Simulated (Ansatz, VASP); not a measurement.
**Cross-check of SiC (Moissanite 3C) between VASP and Ansatz**

One calculation is typed for both programs; each brings its own data sets. How far apart do they land? The cell is taken from a series of runs on this material, whose earlier steps may have relaxed, scaled, displaced or heated it; both programs get it as it stands.

Calculated with Ansatz 0.2.0; plane waves, with VASP 6.6.1 beside it; zone-centre phonons at LDA.

## (1) The starting structure

It takes space group F-43m (No. 216, cubic). Conventional cell: a = 4.329 Å, b = 4.329 Å, c = 4.329 Å, α = 90.00°, β = 90.00°, γ = 90.00°. Nearest to C lie 4 Si at 1.87 Å. Nearest to Si lie 4 C at 1.87 Å. Farther neighbours are not listed.

## (2) Ansatz: zone-centre phonons, LDA

Ansatz runs on its PAW soft_1 files.

Second derivatives magnify differences that forces hide, and they need a tight electronic threshold.

The input, input.yaml:

```yaml
crystal:
  lattice:
    - [0.0, 2.1645341292, 2.1645341292]
    - [2.1645341292, 0.0, 2.1645341292]
    - [2.1645341292, 2.1645341292, 0.0]
  atoms:
    - { symbol: C, position: [0.75, 0.75, 0.75] }
    - { symbol: Si, position: [0.0, 0.0, 0.0] }
total_charge: 0.004057
kpoints:
  mp_grid: { grid: [29, 29, 29] }
hamiltonian:
  xc: lda
  pseudopotentials: { kind: paw, azcp: { folder: soft_1 }, xc_functional: pbe }
scf:
  occupations: { method: fermi_dirac, width: 0.03 }
output:
  eigenvalues: true
phonons:
  method: dfpt
```

On the command line:

```
> ansatz run input.yaml --threads 4 --pin off --max-ram 16384MiB --backend cpu --events-out ev --progress --plain --runs-dir out
```

Numbers of over 12 decimals in the logs are rounded to 6 here.

What it wrote:

```text
zone centre: on kpoints.mp_grid the ground state, and the responses unless they are solved on pairs of k-points, stand on 1800 of the mesh's 24389 k-points, reduced under 8 symmetry operations, with k and −k counted as one. Each operation leaves every solved displacement unchanged or reverses it
Engine: ansatz 0.2.0, aarch64-unknown-linux-gnu
Pseudopotentials: kind: paw
Pseudopotential: C, paw, valence charge 4, recommended cutoff 420 eV (normal), soft_1/C.paw.azcp
Pseudopotential: Si, paw, valence charge 4, recommended cutoff 420 eV (normal), soft_1/Si.paw.azcp
Functional definition: SPW92
  exchange = slater_x
  correlation = pw_c
Crystal: 2 atoms, lattice volume = 20.283 Å³
Basis set: ecut = 420 eV, 411 PW (Γ), exchange–correlation on 48×48×48 points (8 copies of the dense FFT grid, shifted against one another)
Bands: 8, of which v1, the nominal top of the filled ones, is band 4 counted from 1 (3 counted from 0)
Symmetry: 24 space group operations
k-points: 1800 of 24389 (irreducible under 8 space group operations, time reversal used)
Non-local potential: C, projectors of the file, l = 0: 2, l = 1: 2, l = 2: 1
Non-local potential: Si, projectors of the file, l = 0: 2, l = 1: 2, l = 2: 1
PAW form: soft (Blöchl's): semilocal exchange-correlation on the pseudo side does not see the compensation charge
PAW frozen core: C, regenerated for the run's functional, and the local potential with it (the file was generated under x = pbe(κ = 0.804, μ = 0.219515), c = pbe(β = 0.066725))
PAW frozen core: Si, regenerated for the run's functional, and the local potential with it (the file was generated under x = pbe(κ = 0.804, μ = 0.219515), c = pbe(β = 0.066725))
PAW one-centre angular grid: C, 110 points (default); XC on 64 Gauss nodes
PAW one-centre angular grid: Si, 110 points (default); XC on 64 Gauss nodes
Initial density: superposition of atomic densities (chi_scale 0.1, normalization cell, long waves kept (reshape's long-wave potential 0.00 eV rms))
Initial wavefunctions: pseudopotential atomic-orbital guess
Functional: x = slater, c = lda
SCF iter   1: F=—  HF=-853.839419 eV  |F-HF|=—  |Δ(HF+E_count)|=         —  Δρ=1.41e-1  dr2=4.89e0  ethr=3.10e-3  ⟨swp⟩=6.1  Hψ=124112  notcnv=0
preconditioner: auto → none  [insulator: Δε(μ)=3.377 eV  Ē_g=14.866 eV  σ=0.030 eV  W_gap=0.50  n_scr=0 (ndim 8)  ℏωp=23.3 eV  f_vac=0.000  D(μ)=0.10/eV (n_scr^D=0)  ε∞_Penn≈3.5]
SCF iter   2: F=—  HF=-852.350454 eV  |F-HF|=—  |Δ(HF+E_count)|=    1.49e0  Δρ=5.05e-2  dr2=3.36e-1  ethr=3.10e-3  ⟨swp⟩=3.0  Hψ=49789  notcnv=0
SCF iter   3: F=—  HF=-852.252345 eV  |F-HF|=—  |Δ(HF+E_count)|=   9.81e-2  Δρ=1.89e-2  dr2=3.78e-2  ethr=3.10e-3  ⟨swp⟩=2.3  Hψ=30042  notcnv=0
SCF iter   4: F=—  HF=-852.243707 eV  |F-HF|=—  |Δ(HF+E_count)|=   8.64e-3  Δρ=1.39e-3  dr2=1.98e-4  ethr=4.73e-4  ⟨swp⟩=2.0  Hψ=21653  notcnv=0
SCF iter   5: F=—  HF=-852.243774 eV  |F-HF|=—  |Δ(HF+E_count)|=   6.69e-5  Δρ=1.62e-4  dr2=1.72e-6  ethr=2.47e-6  ⟨swp⟩=2.3  Hψ=21505  notcnv=0
SCF iter   6: F=—  HF=-852.243775 eV  |F-HF|=—  |Δ(HF+E_count)|=   1.65e-6  Δρ=3.16e-5  dr2=8.91e-8  ethr=2.15e-8  ⟨swp⟩=2.2  Hψ=21508  notcnv=0
SCF iter   7: F=—  HF=-852.243775 eV  |F-HF|=—  |Δ(HF+E_count)|=   1.25e-7  Δρ=4.68e-6  dr2=1.63e-9  ethr=1.11e-9  ⟨swp⟩=1.2  Hψ=15527  notcnv=0
SCF iter   8: F=-852.243775 eV  HF=-852.243775 eV  |F-HF|=1.14e-13  |Δ(HF+E_count)|=  4.76e-11  Δρ=1.22e-7  dr2=1.21e-12  ethr=1.00e-12  ⟨swp⟩=4.8  Hψ=67459  notcnv=0
SCF 1 converged in 8 iterations: F = -852.243775 eV  dr2 = 1.21e-12
  greatest PAW one-centre occupation: 0.642 electrons in one spin orbital (limit 2), on the C atom at site 0 (counted from 0), in its partial waves of l = 0
DFPT response loops at Γ: preconditioner auto → Kerker (q_TF=auto, 2.336 Å⁻¹) (partly filled bands, converged f_vac=0.000); β = 1.00, the filter's whole step (`scf.mixing.beta` (0.50) is not read by the response loops under this deck's `scf.mixing.preconditioner`; to damp them name `kerker` or `kerker_dos`, under which they read `scf.mixing.beta`, and type it under 1.00, their step now; both keys bind the ground state too); Broyden in place of MSR1
SCF converged after 8 iterations
Free energy (F): -852.243775 eV
Harris-Foulkes:  -852.243775 eV  (|F-HF|=1.14e-13)
Internal energy: -852.243478 eV  (E = F + TS)
E sigma→0 (E₀):  -852.243627 eV
Entropy (-TS):   -0.000297 eV (-0.148 meV/atom)
Fermi energy:    9.484853 eV
--- Per-component energies (eV) ---
  E_band       = 28.590782
  E_kinetic    = 134.231059
  E_local      = -95.815417  (includes V_loc(G=0)·N_el)
  E_nonlocal   = 47.384858
  E_hartree    = 31.311441
  E_xc         = -105.163110
  E_vxc        = -109.063792  (∫ρ·V_xc dr)
  E_paw        = -577.652492  (= ΣΔE_a)
  E_vpaw       = -10.768852  (= ΣTr[D̂ρ^β])
  E_aug_tail   = 0.000048  (compensation charges beyond the density's cutoff)
  E_ewald      = -286.687028
  E_core_change = 0.147163  (= ΣΔE_core)
  E_smearing   = -0.000297  (= −TS)
  E_closure    = 0.000000  (closes the sum)
  E_deformation_potential = 0.074751  (in the stress; not in F)
  Σ components = -852.243775   (vs F -852.243775, Δ=0.00e0)
--- Band table (eV; the first three rows and the last of 1800) ---
  k-point 0: bands = ["-5.9826", "9.4959", "9.4959", "9.4959", "15.9929", "16.8339", "16.8339", "16.8339"]
  k-point 1: bands = ["-5.9589", "9.3628", "9.4788", "9.4788", "16.0515", "16.8469", "16.8665", "16.8665"]
  k-point 2: bands = ["-5.8878", "8.9890", "9.4292", "9.4292", "16.1571", "16.9353", "16.9584", "16.9584"]
  k-point 1799: bands = ["-0.5552", "2.4314", "4.3318", "4.8118", "14.6465", "18.8460", "18.8906", "19.5852"]
--- Phonons (Γ-DFPT): 2 representative perturbations + reference, on 1800 of 24389 k-points (Σ response iterations 6) ---
  k mesh reduced under 8 symmetry operations, with k and −k counted as one. Each operation leaves every solved displacement unchanged or reverses it
  ASR residual: 6.250e-5 → 0.000e0 eV/Å²; symmetrization residual: 2.954e-7 eV/Å²
  ASR residual per site (eV/Å²): 6.25e-5 1.10e-5
  Γ frequencies (cm⁻¹): 0.00 0.00 0.00 776.12 776.12 776.12
  non-analytic LO–TO correction: not included (Born effective charges unavailable; polar crystals: no LO–TO splitting at Γ)
```

In the SCF lines HF is the Harris–Foulkes energy and dr2 the Hartree energy of the density residual, in eV; the loop may stop once dr2 is under the threshold and the program's other checks hold. Hψ counts applications of the Hamiltonian.

## (3) VASP: zone-centre phonons, LDA

The same cell, functional (in two slightly different forms), mesh and smearing now go to VASP, with its own data sets.

Lines of VASP's logs that name or quote its potential files are left out, and so is its time.

The input, INCAR:

```
SYSTEM = SiC
PREC = Accurate
ENCUT = 600
EDIFF = 1E-08
NELM = 120
ISMEAR = -1
SIGMA = 0.03
LREAL = .FALSE.
ALGO = Normal
GGA = PW92
NELECT = 7.995943
NBANDS = 9
LORBIT = 11
LWAVE = .FALSE.
LCHARG = .FALSE.
ISIF = 2
IBRION = 8
LASPH = .TRUE.
GGA_COMPAT = .FALSE.
KPAR = 2
```

The input, POSCAR:

```
SiC
1.0
    0.0000000000      2.1645341292      2.1645341292
    2.1645341292      0.0000000000      2.1645341292
    2.1645341292      2.1645341292      0.0000000000
C Si
1 1
Direct
    0.7500000000      0.7500000000      0.7500000000
    0.0000000000      0.0000000000      0.0000000000
```

The input, KPOINTS:

```
Automatic mesh
0
Gamma
29 29 29
0 0 0
```

The projector-augmented-wave data sets are C and Si (LDA family, release 64).

On the command line:

```
> mpirun -np 2 vasp_std
```

What it wrote:

```text
[banner, memory and clock lines left out]
running    2 mpi-ranks, on    1 nodes
 distrk:  each k-point on    1 cores,    2 groups
 distr:  one band on    1 cores,    1 groups

 POSCAR found type information on POSCAR C Si
 POSCAR found :  2 types and       2 ions
|                                                                             |
|               ----> ADVICE to this user running VASP <----                  |
|                                                                             |
|     You enforced a specific xc type in the INCAR file but a different       |
|     [... a line on the potential file left out ...]
|     I HOPE YOU KNOW WHAT YOU ARE DOING!                                     |
|                                                                             |

 LDA part: xc-table for (Slater(with rela. corr.)+PW92), standard interpolation
 POSCAR, INCAR and KPOINTS ok, starting setup
 FFT: planning ... GRIDC
 FFT: planning ... GRID_SOFT
 FFT: planning ... GRID
 WAVECAR not read
 entering main loop
       N       E                     dE             d eps       ncg     rms          rms(c)
DAV:   1     0.376957716255E+01    0.37696E+01   -0.37966E+03 12824   0.727E+02
DAV:   2    -0.181921523577E+02   -0.21962E+02   -0.20804E+02 16661   0.118E+02
DAV:   3    -0.187800305448E+02   -0.58788E+00   -0.58630E+00 14436   0.188E+01
DAV:   4    -0.187824449542E+02   -0.24144E-02   -0.24142E-02 15851   0.141E+00
DAV:   5    -0.187824515764E+02   -0.66223E-05   -0.66228E-05 14405   0.606E-02BRMIX: very serious problems
 the old and the new charge density differ
 old charge density:     8.00000 new    7.99594
BRMIX: very serious problems
 the old and the new charge density differ
 old charge density:     8.00000 new    7.99594
    0.927E+00
DAV:   6    -0.167863020805E+02    0.19961E+01   -0.77993E+00 12570   0.147E+01    0.409E+00
DAV:   7    -0.167099058947E+02    0.76396E-01   -0.38758E-01 15622   0.422E+00    0.180E+00
DAV:   8    -0.166894674232E+02    0.20438E-01   -0.26345E-02 12829   0.117E+00    0.184E-01
DAV:   9    -0.166891392149E+02    0.32821E-03   -0.14887E-03 17459   0.255E-01    0.923E-02
DAV:  10    -0.166891502067E+02   -0.10992E-04   -0.95991E-05 12872   0.711E-02    0.287E-02
DAV:  11    -0.166891505091E+02   -0.30235E-06   -0.35957E-06 16401   0.130E-02    0.123E-02
DAV:  12    -0.166891503332E+02    0.17586E-06   -0.61027E-07 12905   0.469E-03    0.393E-04
DAV:  13    -0.166891503342E+02   -0.93473E-09   -0.24520E-08 12908   0.111E-03
   1 F= -.16689150E+02 E0= -.16689002E+02  d E =-.297522E-03
 Linear response reoptimize wavefunctions to high precision
DAV:   1    -0.166891503343E+02   -0.13415E-09   -0.11483E-09 10937   0.238E-04
DAV:   2    -0.166891503343E+02   -0.50022E-11   -0.38576E-11  6362   0.584E-05
 Linear response DOF=           2
 Linear response progress:
  Degree of freedom:   1/  2
       N       E                     dE             d eps       ncg     rms          rms(c)
RMM:   1    -0.126882635409E+00   -0.12688E+00    0.53596E-02133612   0.232E+00
RMM:   2    -0.123685732152E+00    0.31969E-02   -0.26983E-03 93460   0.461E-01    0.212E-01
RMM:   3    -0.123703185961E+00   -0.17454E-04   -0.88833E-04 91039   0.203E-01    0.104E-01
RMM:   4    -0.124799980189E+00   -0.10968E-02   -0.69313E-04 90950   0.170E-01    0.188E-02
RMM:   5    -0.124771995544E+00    0.27985E-04   -0.94401E-06 97540   0.248E-02    0.192E-03
RMM:   6    -0.124784274975E+00   -0.12279E-04   -0.16656E-07 99146   0.309E-03    0.885E-04
RMM:   7    -0.124779359243E+00    0.49157E-05   -0.25051E-08100911   0.650E-04    0.110E-04
RMM:   8    -0.124780271284E+00   -0.91204E-06   -0.45586E-09101250   0.150E-04    0.320E-05
RMM:   9    -0.124780218922E+00    0.52361E-07   -0.25476E-09106709   0.446E-05    0.381E-06
RMM:  10    -0.124780242013E+00   -0.23091E-07   -0.22426E-09104976   0.182E-05    0.231E-06
RMM:  11    -0.124780240540E+00    0.14724E-08   -0.25994E-09 84767   0.141E-05    0.169E-07
 first order change of Fermi-energy   0.15835E-03
 force on displaced ion       1 direction 1 : -18.643  -0.000  -0.000
 Linear response progress:
  Degree of freedom:   2/  2
       N       E                     dE             d eps       ncg     rms          rms(c)
RMM:   1    -0.163859890318E-01   -0.16386E-01   -0.74419E-03145154   0.971E-01
RMM:   2    -0.144115915785E-01    0.19744E-02   -0.59077E-04 94213   0.217E-01    0.141E-01
RMM:   3    -0.143373138200E-01    0.74278E-04   -0.72498E-05 95447   0.601E-02    0.794E-02
RMM:   4    -0.144609735006E-01   -0.12366E-03   -0.70833E-05 93426   0.585E-02    0.941E-03
RMM:   5    -0.144483281369E-01    0.12645E-04   -0.11629E-06 98007   0.950E-03    0.133E-03
RMM:   6    -0.144460915030E-01    0.22366E-05   -0.13117E-07 99573   0.969E-04    0.654E-04
RMM:   7    -0.144445692925E-01    0.15222E-05   -0.79972E-08101882   0.304E-04    0.107E-04
RMM:   8    -0.144446218869E-01   -0.52594E-07   -0.15950E-10104679   0.592E-05    0.212E-05
RMM:   9    -0.144446468466E-01   -0.24960E-07    0.96167E-10106049   0.201E-05    0.348E-06
RMM:  10    -0.144446385483E-01    0.82984E-08    0.46689E-09 98004   0.927E-06    0.103E-06
 first order change of Fermi-energy   0.24277E-04
 force on displaced ion       2 direction 1 : -18.646  -0.000  -0.000
 Linear response finished
```

OUTCAR, selected parts (step 3):

```text
NELECT = 7.995943

 ion  position               nearest neighbor table
   1  0.750  0.750  0.750-   2 1.87   2 1.87   2 1.87   2 1.87
   2  0.000  0.000  0.000-   1 1.87   1 1.87   1 1.87   1 1.87

  LATTYP: Found a face centered cubic cell.
 ALAT       =     4.3290682584

 Subroutine GETGRP returns: Found 24 space group operations
 (whereof 24 operations were pure point group operations)

The static configuration has the point symmetry T_d .

 Found    680 irreducible k-points:

   k-points           NKPTS =    680   k-points in BZ     NKDIM =    680   number of bands    NBANDS=      9

   dimension x,y,z NGX =    24 NGY =   24 NGZ =   24
   dimension x,y,z NGXF=    48 NGYF=   48 NGZF=   48

   ENCUT  =  600.0 eV  44.10 Ry    6.64 a.u.   6.11  6.11  6.11*2*pi/ulx,y,z

 k-points in reciprocal lattice and weights: Automatic mesh
   0.00000000  0.00000000  0.00000000       0.000
   0.03448276  0.00000000  0.00000000       0.000
   0.06896552  0.00000000  0.00000000       0.000
   0.10344828  0.00000000  0.00000000       0.000
   0.13793103  0.00000000  0.00000000       0.000
   0.17241379  0.00000000  0.00000000       0.000
   0.20689655  0.00000000  0.00000000       0.000
   0.24137931  0.00000000  0.00000000       0.000
   0.27586207  0.00000000  0.00000000       0.000
[...]
-0.27586207  0.48275862  0.20689655       0.001
  -0.27586207  0.48275862  0.24137931       0.001

 average (electrostatic) potential at core
       1 -48.7598       2 -81.6654

  Total       -0.0524642     -0.0524642     -0.0524642      0.0000000      0.0000000      0.0000000
  in kB       -4.1442920     -4.1442920     -4.1442920      0.0000000      0.0000000      0.0000000
  external PRESSURE =      -4.1442920 kB  Pullay stress =       0.0000000 kB

  energy-cutoff  :      600.00
  volume of cell :       20.28
      direct lattice vectors                 reciprocal lattice vectors
     0.000000000  2.164534129  2.164534129    -0.230996589  0.230996589  0.230996589
     2.164534129  0.000000000  2.164534129     0.230996589 -0.230996589  0.230996589
     2.164534129  2.164534129  0.000000000     0.230996589  0.230996589 -0.230996589

 POSITION                                       TOTAL-FORCE (eV/Angst)
 -----------------------------------------------------------------------------------
      3.24680      3.24680      3.24680         0.000000     -0.000000     -0.000000
      0.00000      0.00000      0.00000        -0.000000      0.000000      0.000000
 -----------------------------------------------------------------------------------
    total drift:                               -0.000000     -0.000000     -0.000000

 Eigenvectors and eigenvalues of the dynamical matrix
 ----------------------------------------------------

   1 f  =   23.272354 THz   146.224511 2PiTHz  776.282161 cm-1    96.246678 meV
             X         Y         Z           dx          dy          dz
      3.246801  3.246801  3.246801    -0.000000   -0.836906    0.000000
      0.000000  0.000000  0.000000    -0.000000    0.547346    0.000000

   2 f  =   23.272354 THz   146.224511 2PiTHz  776.282161 cm-1    96.246678 meV
             X         Y         Z           dx          dy          dz
      3.246801  3.246801  3.246801     0.000000    0.000000    0.836906
      0.000000  0.000000  0.000000     0.000000    0.000000   -0.547346

   3 f  =   23.272354 THz   146.224511 2PiTHz  776.282161 cm-1    96.246678 meV
             X         Y         Z           dx          dy          dz
      3.246801  3.246801  3.246801     0.836906   -0.000000    0.000000
      0.000000  0.000000  0.000000    -0.547346    0.000000    0.000000

   4 f/i=    0.000815 THz     0.005124 2PiTHz    0.027202 cm-1     0.003373 meV
             X         Y         Z           dx          dy          dz
      3.246801  3.246801  3.246801     0.200039    0.509483    0.000000
      0.000000  0.000000  0.000000     0.305864    0.779012    0.000000

   5 f/i=    0.000815 THz     0.005124 2PiTHz    0.027202 cm-1     0.003373 meV
             X         Y         Z           dx          dy          dz
      3.246801  3.246801  3.246801     0.000000    0.000000   -0.547346
      0.000000  0.000000  0.000000     0.000000    0.000000   -0.836906

   6 f/i=    0.000815 THz     0.005124 2PiTHz    0.027202 cm-1     0.003373 meV
             X         Y         Z           dx          dy          dz
      3.246801  3.246801  3.246801     0.509483   -0.200039    0.000000
      0.000000  0.000000  0.000000     0.779012   -0.305864    0.000000

 ELASTIC MODULI CONTR FROM IONIC RELAXATION (kBar)
 Direction    XX          YY          ZZ          XY          YZ          ZX
 --------------------------------------------------------------------------------
 XX          -0.0000     -0.0000     -0.0000      0.0000      0.0000     -0.0000
 YY          -0.0000     -0.0000     -0.0000      0.0000      0.0000     -0.0000
 ZZ          -0.0000     -0.0000     -0.0000      0.0000      0.0000     -0.0000
 XY           0.0000      0.0000      0.0000   -338.9741     -0.0000     -0.0000
 YZ           0.0000      0.0000      0.0000     -0.0000   -338.9741     -0.0000
 ZX          -0.0000     -0.0000     -0.0000     -0.0000     -0.0000   -338.9741
 --------------------------------------------------------------------------------
```

Energies printed during the response cycles are not total energies of the cell.

## (4) Differences

Known differences besides the potentials themselves: the cutoff is 420 eV in Ansatz and 600 eV in VASP; VASP's log shows a relativistic correction to its local exchange, Ansatz's none. Total energies have different zeros and are not compared.

Both answers:

```
                  quantity  Ansatz   VASP  difference
optical mode 1 to 3 (cm⁻¹)   776.1  776.3     -0.02 %
```

Modes are paired by rising frequency, not by their patterns, so a pair may set unlike modes beside each other; they are those without the splitting of longitudinal modes. The cell carries a charge of +0.004057 e against a uniform background, so its pressure also hangs on how the neutralising background is counted, and in a defect's cell a gap may be the spacing between its levels.

## (5) What came out

```yaml
r_m_s_difference_of_the_optical_zone_centre_modes_each_program_s_sorted_by_frequency_zone_centre_phonons_lda: 0.16 cm⁻¹
```

In words: The r.m.s. difference of the optical zone-centre modes, each program's sorted by frequency is 0.16 cm⁻¹ (zone-centre phonons, LDA). How closely two codes agree says nothing of how well the functional describes the real material.

[Lines on the potential files, build, host, timing and source positions are cut from VASP's logs without a mark.]

[Logs are printed without paths, hosts, clocks, repeated set-up lines and the standing remarks that a program may print on its own settings, such as how far it seeks lower states.]

[Hosts, paths, dates, database ids (printed as entryN), source tags and the programs' standing remarks are cut or masked in the printed files.]
